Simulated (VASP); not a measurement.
# CoAg2O2 (R-3m) in VASP: single point with PBEsol

Aim: the single point of CoAg2O2 with PBEsol.

All numbers are computed with VASP 6.6.1; they aren't measurements. Logs are shortened: lines on timing, memory, paths and dates and some standing lists are left out, and cuts for length are marked.

### 1 Starting point

Symmetry: R-3m, No. 166, trigonal system. The conventional cell has a = 2.914 Å, b = 2.914 Å, c = 24.084 Å, α = 90.00°, β = 90.00°, γ = 120.00°. Ag (site symmetry 3m) has 3 O at 2.50 Å and 3 Ag at 2.82 Å as nearest neighbours. O (site symmetry 3m) is surrounded by 3 Co at 1.97 Å. Co (site symmetry -3m) has 6 O at 1.97 Å as nearest neighbours.

The cell was built by a generator and needn't be a form met in nature.

### 2 Single point, PBEsol

The input, INCAR:

```
PREC     = Accurate       # precision mode
ENCUT    = 520            # plane-wave cutoff, eV
EDIFF    = 1E-7           # SCF threshold, eV
ISMEAR   = -1             # smearing method
SIGMA    = 0.0691         # smearing width, eV
LREAL    = F              # projectors in reciprocal space
LASPH    = T              # aspherical terms in the spheres
NELM     = 100            # most SCF steps
ALGO     = Fast           # electronic algorithm
ISIF     = 2              # what is computed and relaxed
LWAVE    = F              # write WAVECAR
LCHARG   = T              # write CHGCAR
GGA      = PS             # functional
LELF     = T              # ELF
LVHAR    = T            
NBANDS   = 30             # bands
```

The input, KPOINTS:

```
regular mesh
0
Gamma
  10 10 10
```

The input, POSCAR:

```
CoAg2O2
1.0
    2.9139012700      0.0000000000      0.0000000000
   -1.4569506300      2.5235149800      0.0000000000
   -1.4569506300      0.8411713300      8.0279184500
Ag O Co
2 2 1
Direct
    0.2137000000      0.7863000000      0.6411000000
    0.7863000000      0.2137000000      0.3589000000
    0.3762000000      0.6238000000      0.1286000000
    0.6238000000      0.3762000000      0.8714000000
    0.0000000000      0.0000000000      0.0000000000
```

Potentials or basis: VASP PAW PBE potentials, release 64 (Ag, O, Co).

On the command line:

```
$ cat potpaw_PBE.64/Ag/POTCAR potpaw_PBE.64/O/POTCAR potpaw_PBE.64/Co/POTCAR > POTCAR
$ mpirun -np 1 vasp_std > vasp.out
```

OUTCAR:

```text
PREC = Accurate
   ENCUT = 520
   EDIFF = 1E-7
   ISMEAR = -1
   LREAL = F
   LASPH = T
   NELM = 100
   ISIF = 2
   GGA = PS

 ion  position               nearest neighbor table
   1  0.214  0.786  0.641-   4 2.50   4 2.50   4 2.50   2 2.82   2 2.82   2 2.82   5 3.34   5 3.34
                             5 3.34
   2  0.786  0.214  0.359-   3 2.50   3 2.50   3 2.50   1 2.82   1 2.82   1 2.82   5 3.34   5 3.34
                             5 3.34
   3  0.376  0.624  0.129-   5 1.97   5 1.97   5 1.97   2 2.50   2 2.50   2 2.50
   4  0.624  0.376  0.871-   5 1.97   5 1.97   5 1.97   1 2.50   1 2.50   1 2.50
   5  0.000  0.000  0.000-   3 1.97   4 1.97   4 1.97   3 1.97   4 1.97   3 1.97   1 3.34   2 3.34
                             1 3.34   2 3.34   2 3.34   1 3.34

  LATTYP: Found a trigonal (rhomboedric) cell.
 ALAT       =     8.2023017987
 COS(alpha) =     0.9368971705

  Lattice vectors:

 A1 = (   0.0000000000,  -1.6823436500,   8.0279184500)
 A2 = (   1.4569506400,   0.8411713300,   8.0279184500)
 A3 = (  -1.4569506300,   0.8411713300,   8.0279184500)

Analysis of symmetry for initial positions (statically):
=====================================================================
 Subroutine PRICEL returns:
 Original cell was already a primitive cell.

 Routine SETGRP: Setting up the symmetry group for a
 trigonal (rhombohedral) supercell.

 Subroutine GETGRP returns: Found 12 space group operations
 (whereof 12 operations were pure point group operations)
 out of a pool of 12 trial point group operations.

The static configuration has the point symmetry D_3d.

Analysis of symmetry for dynamics (positions and initial velocities):
=====================================================================
 Subroutine PRICEL returns:
 Original cell was already a primitive cell.

 Routine SETGRP: Setting up the symmetry group for a
 trigonal (rhombohedral) supercell.

 Subroutine GETGRP returns: Found 12 space group operations
 (whereof 12 operations were pure point group operations)
 out of a pool of 12 trial point group operations.

The dynamic configuration has the point symmetry D_3d.

 Subroutine INISYM returns: Found 12 space group operations
 (whereof 12 operations are pure point group operations),
 and found     1 'primitive' translations

----------------------------------------------------------------------------------------

                                     Primitive cell

  volume of cell :      59.0315

  direct lattice vectors                    reciprocal lattice vectors
     2.913901270  0.000000000  0.000000000     0.343182527  0.198136331  0.041521772
    -1.456950630  2.523514980  0.000000000     0.000000000  0.396272663 -0.041521747
    -1.456950630  0.841171330  8.027918450     0.000000000  0.000000000  0.124565291

  length of vectors
     2.913901270  2.913903395  8.202301444     0.398442354  0.398442064  0.124565291

  position of ions in fractional coordinates (direct lattice)
     0.213700000  0.786300000  0.641100000
     0.786300000  0.213700000  0.358900000
     0.376200000  0.623800000  0.128600000
     0.623800000  0.376200000  0.871400000
     0.000000000  0.000000000  0.000000000

  ion indices of the primitive-cell ions
   primitive index   ion index
                 1           1
                 2           2
                 3           3
                 4           4
                 5           5

----------------------------------------------------------------------------------------

 KPOINTS: regular mesh

Automatic generation of k-mesh.
 Grid dimensions read from file:
 generate k-points for:   10   10   10

 Generating k-lattice:

  Cartesian coordinates                     Fractional coordinates (reciprocal lattice)
     0.034318253  0.019813633  0.004152177     0.100000000  0.000000000  0.000000000
     0.000000000  0.039627266 -0.004152175     0.000000000  0.100000000 -0.000000000
     0.000000000  0.000000000  0.012456529     0.000000000  0.000000000  0.100000000

  Length of vectors
     0.039844235  0.039844206  0.012456529

  Shift w.r.t. Gamma in fractional coordinates (k-lattice)
     0.000000000  0.000000000  0.000000000

 Subroutine IBZKPT returns following result:
 ===========================================

 Found    116 irreducible k-points:

 Following reciprocal coordinates:
            Coordinates               Weight
  0.000000  0.000000  0.000000      1.000000
  0.100000  0.000000  0.000000      6.000000
  0.200000  0.000000  0.000000      6.000000
  0.300000 -0.000000 -0.000000      6.000000
  0.400000 -0.000000 -0.000000      6.000000
  0.500000 -0.000000 -0.000000      3.000000
[... 16 lines left out ...]
  0.300000  0.300000 -0.000000      6.000000
  0.400000  0.300000 -0.000000     12.000000
 [... further k-points ...]
   k-points           NKPTS =    116   k-points in BZ     NKDIM =    116   number of bands    NBANDS=     30
   number of dos      NEDOS =    301   number of ions     NIONS =      5
   total plane-waves  NPLWV =  36864
   dimension x,y,z NGX =    24 NGY =   24 NGZ =   64
   dimension x,y,z NGXF=    48 NGYF=   48 NGZF=  128
   ions per type =               2   2   1
   NGX,Y,Z   is equivalent  to a cutoff of  13.69, 13.69, 12.97 a.u.
   NGXF,Y,Z  is equivalent  to a cutoff of  27.39, 27.39, 25.94 a.u.
 SYSTEM =  unknown system
   PREC   = accura    normal or accurate (medium, high low for compatibility)
   ISTART =      0    job   : 0-new  1-cont  2-samecut
   ICHARG =      2    charge: 1-file 2-atom 10-const
   ISPIN  =      1    spin polarized calculation?
   LNONCOLLINEAR =      F non collinear calculations
   LSORBIT =      F    spin-orbit coupling
   LASPH  =      T    aspherical Exc in radial PAW
   ENCUT  =  520.0 eV  38.22 Ry    6.18 a.u.   5.42  5.42 15.25*2*pi/ulx,y,z
   NELM   =    100;   NELMIN=  2; NELMDL= -5     # of ELM steps
   EDIFF  = 0.1E-06   stopping-criterion for ELM
   LREAL  =      F    real-space projection
   EDIFFG = 0.1E-05   stopping-criterion for IOM
   NSW    =      0    number of steps for IOM
   IBRION =     -1    ionic relax: 0-MD 1-quasi-New 2-CG
   NFREE  =      0    steps in history (QN), initial steepest desc. (CG)
   ISIF   =      2    stress and relaxation
   ISYM   =      2    0-nonsym 1-usesym 2-fastsym
   POTIM  = 0.5000    time-step for ionic-motion
   TEBEG  =    0.0;   TEEND  =   0.0 temperature during run
   PSTRESS=    0.0 pullay stress
   NELECT =      43.0000    total number of electrons
   NUPDOWN=      -1.0000    fix difference up-down
   EMIN   =  10.00;   EMAX   =-10.00  energy-range for DOS
   EFERMI =   0.00;   METHOD = LEGACY
   ISMEAR =    -1;   SIGMA  =   0.07  broadening in eV -4-tet -1-fermi 0-gaus
   EFERMI_NEDOS =   21; number of points for ismear=-14 and -15
   IALGO  =     68    algorithm
   IMIX   =      4    mixing-type and parameters
     AMIX     =   0.40;   BMIX     =  1.00
     AMIX_MAG =   1.60;   BMIX_MAG =  1.00
  volume/ion in A,a.u.               =      11.81        79.67
  Fermi-wavevector in a.u.,A,eV,Ry     =   1.473001  2.783569 29.521002  2.169732
  Thomas-Fermi vector in A             =   2.587947
   LORBIT       =      0    0 simple, 1 ext, 2 COOP (PROOUT), +10 PAW based schemes
   GGA     = PS    functional components
   LHFCALC =     F    Hartree Fock is set to
   AEXX    =    0.0000 exact exchange contribution
   IVDW    =     0    specifies the selected vdW correction
   LEPSILON=     F    determine dielectric tensor
   LRPA    =     F    only Hartree local field effects (RPA)
 non-spin polarized calculation
 RMM-DIIS sequential band-by-band and
  energy-cutoff  :      520.00
  volume of cell :       59.03
 maximum number of plane-waves:      1632
 NGX is ok and might be reduce to    24
   NGX = 11   NGY = 11   NGZ = 31

 number of electron      42.9999994 magnetization

 Free energy of the ion-electron system (eV)
  ---------------------------------------------------
  ext. energy  EPLUGINS =         0.00000000
  ---------------------------------------------------
  free energy    TOTEN  =       -27.50792079 eV

  energy without entropy =      -27.47892270  energy(sigma->0) =      -27.49342174

 E-fermi :   7.4576     XC(G=0): -12.6065

 val. band max:        7.4484951261   @ k =   0.1000  -0.4000   0.2000
 cond. band min:       7.4676654248   @ k =   0.3000  -0.0000   0.1000
 fundamental gap:      0.0191702987
 Fermi energy:         7.4576311749

 k-point     1 :       0.0000    0.0000    0.0000
  band No.  band energies     occupation
      1     -12.2417      2.00000
      2     -10.8650      2.00000
      3      -0.0829      2.00000
      4       1.4862      2.00000
      5       2.3181      2.00000
      6       2.3181      2.00000
[... 22 lines left out ...]
     29      23.0460      0.00000
     30      24.1065      0.00000

 k-point     2 :       0.1000    0.0000    0.0000
  band No.  band energies     occupation
      1     -12.1389      2.00000
      2     -10.8422      2.00000
      3       0.1343      2.00000
      4       1.5770      2.00000
      5       2.1597      2.00000
      6       2.3733      2.00000
[... 22 lines left out ...]
     29      22.7878      0.00000
     30      23.0787      0.00000

 k-point     3 :       0.2000    0.0000    0.0000
  band No.  band energies     occupation
      1     -11.8552      2.00000
      2     -10.7861      2.00000
      3       0.7030      2.00000
      4       1.4025      2.00000
      5       2.0647      2.00000
      6       2.2814      2.00000
[... 22 lines left out ...]
     29      19.7989      0.00000
     30      21.2773      0.00000

 k-point     4 :       0.3000   -0.0000   -0.0000
  band No.  band energies     occupation
      1     -11.4656      2.00000
      2     -10.7294      2.00000
      3       0.9703      2.00000
      4       1.2046      2.00000
      5       1.5902      2.00000
      6       2.1765      2.00000
[... 22 lines left out ...]
     29      18.8388      0.00000
     30      19.5626      0.00000

 k-point     5 :       0.4000   -0.0000   -0.0000
  band No.  band energies     occupation
      1     -11.0863      2.00000
      2     -10.7215      2.00000
      3       0.4417      2.00000
      4       0.9958      2.00000
      5       1.6480      2.00000
      6       1.8259      2.00000
[... 22 lines left out ...]
     29      18.0637      0.00000
     30      19.3594      0.00000
[... 526 lines left out ...]
     29      19.0852      0.00000
     30      20.2669      0.00000

 k-point    22 :      -0.2000    0.2000    0.0000
  band No.  band energies     occupation
      1     -11.8552      2.00000
      2     -10.7860      2.00000
      3       0.6797      2.00000
      4       1.3397      2.00000
      5       2.1424      2.00000
      6       2.3868      2.00000
[... 22 lines left out ...]
     29      19.7632      0.00000
     30      21.2877      0.00000

 k-point    23 :       0.3000    0.3000   -0.0000
  band No.  band energies     occupation
      1     -10.7833      2.00000
      2     -10.7006      2.00000
      3       1.0189      2.00000
      4       1.1558      2.00000
      5       1.4653      2.00000
      6       2.1080      2.00000
[... 22 lines left out ...]
     29      17.1544      0.00000
     30      18.6578      0.00000

 k-point    24 :       0.4000    0.3000   -0.0000
  band No.  band energies     occupation
      1     -10.7831      2.00000
      2     -10.7008      2.00000
      3       1.0125      2.00000
      4       1.1750      2.00000
      5       1.5259      2.00000
      6       2.0492      2.00000
[... 22 lines left out ...]
     29      17.0386      0.00000
     30      18.6080      0.00000

 [... further k-points ...]

------------------------ aborting loop because EDIFF is reached ----------------------------------------

  FORCE on cell =-STRESS in cart. coord.  units (eV):
  Direction    XX          YY          ZZ          XY          YZ          ZX
  --------------------------------------------------------------------------------------
  -------------------------------------------------------------------------------------
  Total       -3.7722945     -3.7723018     -1.6454972     -0.0000000      0.0000001     -0.0000000
  in kB     -102.3840963   -102.3842956    -44.6605504     -0.0000002      0.0000018     -0.0000000
  external PRESSURE =     -83.1429807 kB  Pullay stress =       0.0000000 kB

 VOLUME and BASIS-vectors are now :
 -----------------------------------------------------------------------------
  energy-cutoff  :      520.00
  volume of cell :       59.03
      direct lattice vectors                 reciprocal lattice vectors
     2.913901270  0.000000000  0.000000000     0.343182527  0.198136331  0.041521772
    -1.456950630  2.523514980  0.000000000     0.000000000  0.396272663 -0.041521747
    -1.456950630  0.841171330  8.027918450     0.000000000  0.000000000  0.124565291

 POSITION                                       TOTAL-FORCE (eV/Angst)
 -----------------------------------------------------------------------------------
     -1.45695      2.52351      5.14670        -0.000000      0.000000     -0.402189
      1.45695      0.84117      2.88122         0.000000     -0.000000      0.402189
      0.00000      1.68234      1.03239        -0.000000      0.000000     -1.400282
      0.00000      1.68234      6.99553         0.000000     -0.000000      1.400282
      0.00000      0.00000      0.00000         0.000000      0.000000     -0.000000
 -----------------------------------------------------------------------------------
    total drift:                               -0.000000      0.000000      0.000000

  FREE ENERGIE OF THE ION-ELECTRON SYSTEM (eV)
  ---------------------------------------------------
  free  energy   TOTEN  =       -27.5079207933 eV

  energy  without entropy=      -27.4789226957  energy(sigma->0) =      -27.49342174
```

Run time: 3.2 min. Hardware: 1 thread of Intel Xeon Platinum 8375C at 2.90GHz (Ice Lake), shared host; peak memory 0.33 GiB.

What came out:

* Free energy: -27.5079 eV
* Pressure: -8.3 GPa
* Largest force: 1.400 eV/Å
* Band gap on the k mesh: none (metal or under the smearing width)

Forces on the atoms (eV/Å):
```
Ag   0.000  0.000 -0.402
Ag   0.000  0.000  0.402
O    0.000  0.000 -1.400
O    0.000  0.000  1.400
Co   0.000  0.000  0.000
```

Caveat: the PAW data sets were made with another functional, which shifts forces and pressure a little; an odd number of electrons without spin polarisation forces a metal; a magnetic or distorted state may lie lower; the run has no spin polarisation, though such a crystal can be magnetic; semilocal functionals often make such compounds metallic where correlation or magnetic order opens a gap, which also shifts bond lengths.
